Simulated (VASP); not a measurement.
Crystal: TePb (lda).

```
Te Pb
1.0
     0.00000    3.23100    3.23100
     3.23100    0.00000    3.23100
     3.23100    3.23100    0.00000
Te Pb
1 1
Direct
  0.50000 0.50000 0.50000
  0.00000 0.00000 0.00000
```

* Program: VASP 6.6.1
* Task: relaxation of cell and atoms
* Functional: LDA
* Potentials or basis: VASP PAW LDA potentials, release 64 (Te, Pb_d)
* Cutoff: 600 eV
* k mesh: 8 × 8 × 8
* Occupations: gaussian, width 0.02 eV
* Spin: no spin polarisation

At the start: pressure -1.6 GPa; volume 33.73 Å³/atom.

**Question.** Where does the relaxation end?

**Answer.** Over 3 steps the energy falls by 6.2 meV/atom and the volume is 32.55 Å³/atom (-3.5 %); space group Fm-3m (No. 225, to 0.05 Å).

Step by step:
| step | energy change (eV) | largest force (eV/Å) | pressure (GPa) | volume (Å³) |
| --- | --- | --- | --- | --- |
| 1 | 0.0000 | 0.0000 | -1.62 | 67.46 |
| 2 | -0.0103 | 0.0000 | 0.71 | 64.18 |
| 3 | -0.0123 | 0.0000 | -0.01 | 65.09 |

Final structure:
```yaml
crystal:
  lattice:
    - [0.00000, 3.19278, 3.19278]
    - [3.19278, 0.00000, 3.19278]
    - [3.19278, 3.19278, 0.00000]
  atoms:
    - { symbol: Te, position: [0.50000, 0.50000, 0.50000] }
    - { symbol: Pb, position: [0.00000, 0.00000, 0.00000] }
```
